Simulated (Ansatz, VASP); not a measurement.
# MgSc in two plane-wave programs

Wanted: the spread between two codes on one cell, functional and k mesh. The cell is taken from a series of runs on this material, whose earlier steps may have relaxed, scaled, displaced or heated it; both programs get it as it stands.

Method: plane waves, with VASP 6.6.1 beside it; single point at r2SCAN, in Ansatz 0.2.0.

### 1. The structure

The structure is cubic, space group Pm-3m (No. 221). The conventional cell has a = 3.596 Å, b = 3.596 Å, c = 3.596 Å, α = 90.00°, β = 90.00°, γ = 90.00°. Nearest to Sc lie 8 Mg at 3.11 Å. Nearest to Mg lie 8 Sc at 3.11 Å. Farther neighbours are not listed.

### 2. VASP: single point, r2SCAN

With cell and atoms fixed, the geometry can't cause a difference; cores, projectors, grids and the points listed under the comparison can.

Lines of VASP's logs that name or quote its potential files are left out, and so is its time.

File INCAR:

```
SYSTEM = MgSc
PREC = Accurate
ENCUT = 400
EDIFF = 1E-06
NELM = 100
ISMEAR = -1
SIGMA = 0.05
LREAL = .FALSE.
ALGO = Normal
METAGGA = R2SCAN
LASPH = .TRUE.
NBANDS = 12
LORBIT = 11
LWAVE = .FALSE.
LCHARG = .FALSE.
KPAR = 4
ISIF = 2
```

File POSCAR:

```
MgSc
1.0
    3.5964512400      0.0000000000      0.0000000000
    0.0000000000      3.5964512400      0.0000000000
    0.0000000000      0.0000000000      3.5964512400
Sc Mg
1 1
Direct
    0.5000000000      0.5000000000      0.5000000000
    0.0000000000      0.0000000000      0.0000000000
```

File KPOINTS:

```
Automatic mesh
0
Gamma
12 12 12
0 0 0
```

Potentials, in the order of the species: Sc_sv and Mg (PBE family, release 64).

Run with:

```
mpirun -np 4 vasp_std
```

Numbers of over 12 decimals in the logs are rounded to 6 here.

The program printed:

```text
[banner, memory and clock lines left out]
running    4 mpi-ranks, on    1 nodes
 distrk:  each k-point on    1 cores,    4 groups
 distr:  one band on    1 cores,    1 groups

 POSCAR found type information on POSCAR ScMg
 POSCAR found :  2 types and       2 ions
|                                                                             |
|               ----> ADVICE to this user running VASP <----                  |
|                                                                             |
|     You enforced a specific xc type in the INCAR file but a different       |
|     [... a line on the potential file left out ...]
|     I HOPE YOU KNOW WHAT YOU ARE DOING!                                     |
|                                                                             |

 LDA part: xc-table for (None), standard interpolation
 POSCAR, INCAR and KPOINTS ok, starting setup
 FFT: planning ... GRIDC
 FFT: planning ... GRID_SOFT
 FFT: planning ... GRID
 WAVECAR not read
 entering main loop
       N       E                     dE             d eps       ncg     rms          rms(c)
DAV:   1     0.109171052207E+03    0.10917E+03   -0.60372E+03  2152   0.804E+02
DAV:   2    -0.163360108425E+02   -0.12551E+03   -0.12300E+03  2156   0.336E+02
DAV:   3    -0.189452820376E+02   -0.26093E+01   -0.25551E+01  3248   0.603E+01
DAV:   4    -0.189812315389E+02   -0.35950E-01   -0.35663E-01  2808   0.505E+00
DAV:   5    -0.189816822951E+02   -0.45076E-03   -0.45065E-03  2872   0.535E-01    0.653E+00
DAV:   6    -0.156635344273E+02    0.33181E+01   -0.39694E+00  3144   0.301E+01    0.147E+00
DAV:   7    -0.156264842090E+02    0.37050E-01   -0.29059E-01  3324   0.564E+00    0.912E-01
DAV:   8    -0.156336792688E+02   -0.71951E-02   -0.31266E-02  3104   0.257E+00    0.320E-01
DAV:   9    -0.156337071954E+02   -0.27927E-04   -0.10567E-02  3192   0.121E+00    0.748E-02
DAV:  10    -0.156333893589E+02    0.31784E-03   -0.11177E-03  3200   0.268E-01    0.272E-02
DAV:  11    -0.156333894501E+02   -0.91174E-07   -0.39837E-05  3268   0.705E-02    0.687E-03
DAV:  12    -0.156333903923E+02   -0.94220E-06   -0.59881E-06  3264   0.269E-02
   1 F= -.15633390E+02 E0= -.15623966E+02  d E =-.188481E-01
```

OUTCAR, selected parts (step 2):

```text
ion  position               nearest neighbor table
   1  0.500  0.500  0.500-   2 3.11   2 3.11   2 3.11   2 3.11   2 3.11   2 3.11   2 3.11   2 3.11

  LATTYP: Found a simple cubic cell.
 ALAT       =     3.5964512400

 Subroutine GETGRP returns: Found 48 space group operations
 (whereof 48 operations were pure point group operations)

The static configuration has the point symmetry O_h .

 Found     84 irreducible k-points:

   k-points           NKPTS =     84   k-points in BZ     NKDIM =     84   number of bands    NBANDS=     12

   dimension x,y,z NGX =    24 NGY =   24 NGZ =   24
   dimension x,y,z NGXF=    48 NGYF=   48 NGZF=   48

   ENCUT  =  400.0 eV  29.40 Ry    5.42 a.u.   5.86  5.86  5.86*2*pi/ulx,y,z

   NELECT =      13.0000    total number of electrons

 k-points in reciprocal lattice and weights: Automatic mesh
   0.00000000  0.00000000  0.00000000       0.001
   0.08333333  0.00000000  0.00000000       0.003
   0.16666667  0.00000000  0.00000000       0.003
   0.25000000  0.00000000  0.00000000       0.003
   0.33333333  0.00000000  0.00000000       0.003
   0.41666667  0.00000000  0.00000000       0.003
   0.50000000  0.00000000  0.00000000       0.002
   0.08333333  0.08333333  0.00000000       0.007
   0.16666667  0.08333333  0.00000000       0.014
[...]
0.50000000  0.50000000  0.41666667       0.003
   0.50000000  0.50000000  0.50000000       0.001

 average (electrostatic) potential at core
       1 -52.5769       2 -40.8689

 E-fermi :   3.1546

 k-point     1 :       0.0000    0.0000    0.0000
  band No.  band energies     occupation
    ...
      3     -26.4408      2.00000
      4     -26.4408      2.00000
      5      -3.2130      2.00000
      6       3.0751      1.66071
      7       3.0751      1.66071
      8       5.7675      0.00000
      9       5.7675      0.00000
     10       5.7675      0.00000
     11       8.6019      0.00000
     12       8.6019      0.00000

 k-point     2 :       0.0833    0.0000    0.0000
  band No.  band energies     occupation
    ...
      3     -26.4403      2.00000
      4     -26.4403      2.00000
      5      -3.1197      2.00000
      6       3.0355      1.83070
      7       3.1135      1.38924
      8       5.6482      0.00000
      9       5.6482      0.00000
     10       5.7765      0.00000
     11       8.1359      0.00000
     12       8.7926      0.00000

 k-point     3 :       0.1667    0.0000    0.0000
  band No.  band energies     occupation
    ...
      2     -26.4629      2.00000
      3     -26.4389      2.00000
      4     -26.4389      2.00000
      5      -2.8429      2.00000
      6       2.8571      1.99479
      7       3.2219      0.41280
      8       5.3726      0.00000
      9       5.3726      0.00000
     10       5.8011      0.00000
     11       7.3341      0.00000
    ...

  Total        0.0082356      0.0082356      0.0082356      0.0000000      0.0000000     -0.0000000
  in kB        0.2836505      0.2836505      0.2836505      0.0000000      0.0000000     -0.0000000
  external PRESSURE =       0.2836505 kB  Pullay stress =       0.0000000 kB

  energy-cutoff  :      400.00
  volume of cell :       46.52
      direct lattice vectors                 reciprocal lattice vectors
     3.596451240  0.000000000  0.000000000     0.278051872  0.000000000  0.000000000
     0.000000000  3.596451240  0.000000000     0.000000000  0.278051872  0.000000000
     0.000000000  0.000000000  3.596451240     0.000000000  0.000000000  0.278051872

 POSITION                                       TOTAL-FORCE (eV/Angst)
 -----------------------------------------------------------------------------------
      1.79823      1.79823      1.79823         0.000000      0.000000      0.000000
      0.00000      0.00000      0.00000         0.000000      0.000000      0.000000
 -----------------------------------------------------------------------------------
    total drift:                                0.000000     -0.000000     -0.000000

  FREE ENERGIE OF THE ION-ELECTRON SYSTEM (eV)
  ---------------------------------------------------
  free  energy   TOTEN  =       -15.6333903923 eV

  energy  without entropy=      -15.6145422504  energy(sigma->0) =      -15.62396632

 total charge
# of ion       s       p       d       tot
------------------------------------------
    1        2.213   6.109   0.927   9.249
    2        0.213   0.159   0.012   0.384
--------------------------------------------------
tot          2.427   6.268   0.939   9.633

[... 3 further parts left out ...]
```

The run ends at a pressure of 0.03 GPa.

### 3. Ansatz: single point, r2SCAN

Ansatz runs on its default PAW (the set named soft_2) files.

The same cell, functional, mesh and smearing now go to Ansatz, which takes its cutoff from its data sets.

File input.yaml:

```yaml
crystal:
  lattice:
    - [3.59645124, 0.0, 0.0]
    - [0.0, 3.59645124, 0.0]
    - [0.0, 0.0, 3.59645124]
  atoms:
    - { symbol: Sc, position: [0.5, 0.5, 0.5] }
    - { symbol: Mg, position: [0.0, 0.0, 0.0] }
kpoints:
  mp_grid: { grid: [12, 12, 12] }
  band_path:
    path:
      - [[0.0, 0.0, 0.0], [0.0, 0.5, 0.0], [0.5, 0.5, 0.0], [0.0, 0.0, 0.0], [0.5, 0.5, 0.5], [0.0, 0.5, 0.0]]
      - [[0.5, 0.5, 0.5], [0.5, 0.5, 0.0]]
    npoints: 11
scf:
  occupations: { method: fermi_dirac, width: 0.05 }
  n_extra_bands: 12
hamiltonian:
  xc: r2scan
  pseudopotentials: { kind: paw }
output:
  forces: true
  stress: true
  dos:
    projected: true
    de: 0.05
    e_range: [-30, 12]
    nscf_kmesh: { grid: [16, 16, 16] }
  fatbands: true
```

Run with:

```
ansatz run input.yaml --threads 4 --pin off --max-ram 12288MiB --backend cpu --events-out ev --progress --plain --runs-dir out
```

The program printed:

```text
scf.n_extra_bands = 12 over 11 filled bands (N_el = 21.0): the run solves 23 bands
Engine: ansatz 0.2.0, x86_64-unknown-linux-gnu
Pseudopotentials: kind: paw
Pseudopotential: Sc, paw, valence charge 11, recommended cutoff 500 eV (meta_gga), Sc.paw.azcp
Pseudopotential: Mg, paw, valence charge 10, recommended cutoff 500 eV (meta_gga), Mg.paw.azcp
Functional definition: r2SCAN
  parameter k0 = 0.174
  parameter k1 = 0.065
  parameter a1 = 4.9479
  exchange = r2scan_x(k0 = k0, k1 = k1, a1 = a1)
  correlation = r2scan_c
Crystal: 2 atoms, lattice volume = 46.518 Å³
Basis set: ecut = 500 eV, 1189 PW (Γ), exchange–correlation on 108×108×108 points (64 copies of the dense FFT grid, shifted against one another)
Bands: 23, of which v1, the nominal top of the filled ones, is band 11 counted from 1 (10 counted from 0)
Symmetry: 48 space group operations
Space group: Pm-3m (ITA 221), of the structure as read, at distance tolerance 3.6e-5 Å
k-points: 84 of 1728
Non-local potential: Sc, projectors of the file, l = 0: 3, l = 1: 2, l = 2: 3, l = 3: 1
Non-local potential: Mg, projectors of the file, l = 0: 3, l = 1: 2, l = 2: 1
PAW form: soft (Blöchl's): semilocal exchange-correlation on the pseudo side does not see the compensation charge
PAW frozen core: Sc, regenerated for the run's functional (the file was generated under x = pbe(κ = 0.804, μ = 0.219515), c = pbe(β = 0.066725))
PAW frozen core: Mg, regenerated for the run's functional (the file was generated under x = pbe(κ = 0.804, μ = 0.219515), c = pbe(β = 0.066725))
PAW one-centre angular grid: Sc, 590 points (default); XC on 160 Gauss nodes
PAW one-centre angular grid: Mg, 302 points (default); XC on 224 Gauss nodes
Initial density: superposition of atomic densities (neutral atoms: chi_scale 0, normalization atom), corrected by the library's trained network
Initial wavefunctions: pseudopotential atomic-orbital guess
Functional: x = r2scan, c = r2scan; τ floored in thin density (d = 2e-4 eV/Å³)
SCF iter   1: F=—  HF=-4067.103377 eV  |F-HF|=—  |Δ(HF+E_count)|=         —  Δρ=1.25e-2  dr2=9.29e-2  dr2_τ=2.27e-3  ethr=1.77e-3  ⟨swp⟩=5.5  Hψ=8589  notcnv=0  defer=170
preconditioner: auto → none  [metal: Δε(μ)=0.004 eV  Ē_g=9.463 eV  σ=0.050 eV  W_gap=0.02  n_scr=6 (ndim 8)  ℏωp=12.2 eV  f_vac=0.000  D(μ)=2.20/eV (n_scr^D=18)  sad-step TF]
SCF iter   2: F=—  HF=-4067.104193 eV  |F-HF|=—  |Δ(HF+E_count)|=   8.17e-4  Δρ=4.38e-3  dr2=1.31e-2  dr2_τ=5.99e-4  ethr=4.43e-4  ⟨swp⟩=2.6  Hψ=3539  notcnv=0  defer=400
SCF iter   3: F=—  HF=-4067.102138 eV  |F-HF|=—  |Δ(HF+E_count)|=   2.06e-3  Δρ=1.32e-3  dr2=6.20e-4  dr2_τ=9.19e-5  ethr=6.26e-5  ⟨swp⟩=2.9  Hψ=2759  notcnv=0  defer=400
SCF iter   4: F=—  HF=-4067.102337 eV  |F-HF|=—  |Δ(HF+E_count)|=   1.99e-4  Δρ=3.28e-4  dr2=4.36e-5  dr2_τ=2.16e-6  ethr=2.95e-6  ⟨swp⟩=2.0  Hψ=2551  notcnv=0  defer=400
SCF iter   5: F=—  HF=-4067.102363 eV  |F-HF|=—  |Δ(HF+E_count)|=   2.57e-5  Δρ=8.41e-5  dr2=1.53e-6  dr2_τ=2.13e-7  ethr=2.08e-7  ⟨swp⟩=2.5  Hψ=2193  notcnv=0  defer=400
SCF iter   6: F=-4067.102364 eV  HF=-4067.102364 eV  |F-HF|=1.98e-9  |Δ(HF+E_count)|=   1.49e-6  Δρ=8.74e-6  dr2=2.43e-8  dr2_τ=2.49e-9  ethr=4.76e-10  ⟨swp⟩=9.1  Hψ=9183  notcnv=0
SCF 1 converged in 6 iterations: F = -4067.102364 eV  dr2 = 2.43e-8
  greatest PAW one-centre occupation: 1.000 electrons in one spin orbital (limit 2), on the Mg atom at site 1 (counted from 0), in its partial waves of l = 0
NSCF: frozen V_eff on 68 k-points
NSCF: frozen V_eff on 165 k-points
SCF converged after 6 iterations
Free energy (F): -4067.102364 eV
Harris-Foulkes:  -4067.102364 eV  (|F-HF|=1.98e-9)
Internal energy: -4067.083425 eV  (E = F + TS)
E sigma→0 (E₀):  -4067.092895 eV
Entropy (-TS):   -0.018939 eV (-9.469 meV/atom)
Fermi energy:    7.591394 eV
--- Per-component energies (eV) ---
  E_band       = -545.935969
  E_kinetic    = 334.046193
  E_local      = -2441.499140  (includes V_loc(G=0)·N_el)
  E_nonlocal   = 177.440824
  E_hartree    = 857.667744
  E_xc         = -126.428242
  E_vxc        = -179.618076  (∫ρ·V_xc dr)
  E_paw        = -1259.562767  (= ΣΔE_a)
  E_vpaw       = -163.427315  (= ΣTr[D̂ρ^β])
  E_aug_tail   = 0.000003  (compensation charges beyond the density's cutoff)
  E_vtau       = 11.784878  (kinetic-family band-sum trace: ∫τ·v_τ [+ j·A + Jᵃ·Aᵃ] dr)
  E_ewald      = -1608.483340
  E_core_change = -0.264700  (= ΣΔE_core)
  E_smearing   = -0.018939  (= −TS)
  E_closure    = -0.000000  (closes the sum)
  Σ components = -4067.102364   (vs F -4067.102364, Δ=0.00e0)
--- Forces (eV/Å), atoms counted from 1 ---
  atom   1  Sc     0.00000000    -0.00000000     0.00000000
  atom   2  Mg    -0.00000000     0.00000000    -0.00000000
  max |Σ_I F_I| component: 4.16e-29 eV/Å
--- Stress (GPa, compression-positive) ---
        0.075570       0.000000       0.000000
       -0.000000       0.075570       0.000000
        0.000000       0.000000       0.075570
  P = ⅓ Tr σ = 0.0756 GPa (0.756 kbar)
--- Band table (eV; the first three rows and the last of 84) ---
  k-point 0: bands = [... 7 lower, -22.0147, 1.2321, 7.5099, 7.5099, 10.1939, 10.1939, 10.1939, 13.0397, ... 8 higher]
  k-point 1: bands = [... 7 lower, -22.0142, 1.3254, 7.4706, 7.5481, 10.0755, 10.0755, 10.2028, 12.5736, ... 8 higher]
  k-point 2: bands = [... 7 lower, -22.0129, 1.6021, 7.2936, 7.6562, 9.8017, 9.8017, 10.2274, 11.7704, ... 8 higher]
  k-point 83: bands = [... 7 lower, -22.0813, 6.5878, 6.5878, 6.5878, 10.5781, 10.5781, 10.5781, 10.9312, ... 8 higher]
```

Reading the cycles: dr2 is the Hartree energy of the density residual (eV), the measure of convergence; HF is the Harris–Foulkes estimate of the energy, which meets the free energy F at convergence.

### 4. Comparison

Known differences besides the potentials themselves: VASP keeps PBE cores, Ansatz makes them for the functional; the data sets hold 21 valence electrons in Ansatz (default PAW (the set named soft_2) files) and 13 in VASP; the cutoff is 500 eV in Ansatz and 400 eV in VASP. Total energies have different zeros and are not compared.

The two programs side by side:

```csv
quantity,Ansatz,VASP,difference
pressure (GPa),0.08,0.03,+0.05
```

### 5. Results

- difference in pressure (single point, r2SCAN): 0.047 GPa

The difference in pressure is 0.047 GPa (single point, r2SCAN), within the 1 GPa picked in this series as the mark of a large difference. Such differences can come from data sets, numerical settings and the points named under the comparisons, not from the functional's error against experiment.

[Lines on the potential files, build, host, timing and source positions are cut from VASP's logs without a mark.]

[Logs are printed without paths, hosts, clocks, repeated set-up lines and the standing remarks that a program may print on its own settings, such as how far it seeks lower states.]

[Hosts, paths, dates, database ids (printed as entryN), source tags and the programs' standing remarks are cut or masked in the printed files.]
